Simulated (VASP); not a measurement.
Runs of VASP 6.6.1 on W. Symmetry: Im-3m, No. 229, cubic system. Conventional cell: a = 3.157 Å, b = 3.157 Å, c = 3.157 Å, α = 90.00°, β = 90.00°, γ = 90.00°. Around W (site symmetry m-3m) lie 8 W at 2.73 Å. 

```tsv
level	k mesh	cutoff (eV)	smearing	further INCAR settings	gap on the mesh (eV)	pressure (GPa)
PBEsol	28 × 28 × 28	520	gaussian 0.1 eV	ALGO = Fast; EDIFF = 1e-06	none	(a)
PBEsol	18 × 18 × 18	700	gaussian 0.1 eV	ALGO = Fast; EDIFF = 1e-06	none	0.1
r2SCAN	18 × 18 × 18	520	gaussian 0.1 eV	ALGO = Normal; EDIFF = 1e-06	none	5.0
PBEsol	18 × 18 × 18	900	gaussian 0.1 eV	ALGO = Fast; EDIFF = 1e-06	none	0.1
PBEsol	18 × 18 × 18	520	gaussian 0.5 eV	ALGO = Fast; EDIFF = 1e-06	none	0.1
```

Alike in all rows: task single point; potentials or basis VASP PAW PBE potentials, release 64 (W_sv); no spin polarisation; cell as given.

Q: Estimate the missing entries.

A: (a) -0.1.

Caveats: the PAW data sets were made with another functional, which shifts forces and pressure a little.

A k mesh can miss the band edges, and the runs leave out spin-orbit coupling on W.

A gap of «none» marks a metal or a gap under the smearing width.
